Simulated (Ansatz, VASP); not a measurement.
One calculation of Ba2VReO6, two programs

```xyz
10
Lattice="0.0000 4.0788 4.0788 4.0788 0.0000 4.0788 4.0788 4.0788 0.0000" Properties=species:S:1:pos:R:3 pbc="T T T"
Re    0.0000    0.0000    0.0000
V     4.0788    4.0788    4.0788
O     2.0394    4.0788    4.0788
O     4.0788    2.0394    4.0788
O     6.1181    4.0788    4.0788
O     4.0788    6.1181    4.0788
O     4.0788    4.0788    2.0394
O     4.0788    4.0788    6.1181
Ba    2.0394    2.0394    2.0394
Ba    6.1181    6.1181    6.1181
```

The cell was built by a generator and needn't be a form met in nature.

Alike in both runs: task single point; functional r2SCAN; k mesh 4 × 4 × 4; occupations tetrahedron; no spin polarisation.

|  | VASP | Ansatz |
| --- | --- | --- |
| version | VASP 6.6.1 | Ansatz 0.2.0 |
| potentials or method | VASP PAW PBE potentials, release 64 (Re, V_sv, O, Ba_sv) | PAW plane waves |
| plane-wave cutoff (eV) | 520 | 500 |
| valence electrons in the cell | 76 | 84 |

VASP gave:

```
gap on the k mesh at the Fermi level (eV) : none
pressure (GPa)                            : -10.8
rms of the force components (eV/Å)        : 0.047
```

Task: Which values does Ansatz return?

Result: gap on the k mesh at the Fermi level (eV): none; pressure (GPa): -13.2; rms of the force components (eV/Å): 0.072.

A gap of «none» marks a metal or a gap that the smearing closes. One of these differences is far larger than is usual between the two programs; its cause wasn't traced. The two sets of potentials don't hold the same shells in valence. Ansatz warned: «band_table_not_solved_further».

Caveats: the PAW data sets were made with another functional, which shifts forces and pressure a little (VASP); the run has no spin polarisation, though such a crystal can be magnetic; semilocal functionals often make such compounds metallic where correlation or magnetic order opens a gap, which also shifts bond lengths; tetrahedron occupations give inexact forces and stress in metals. Spin-orbit coupling is left out, which matters for the levels of Ba, Re.
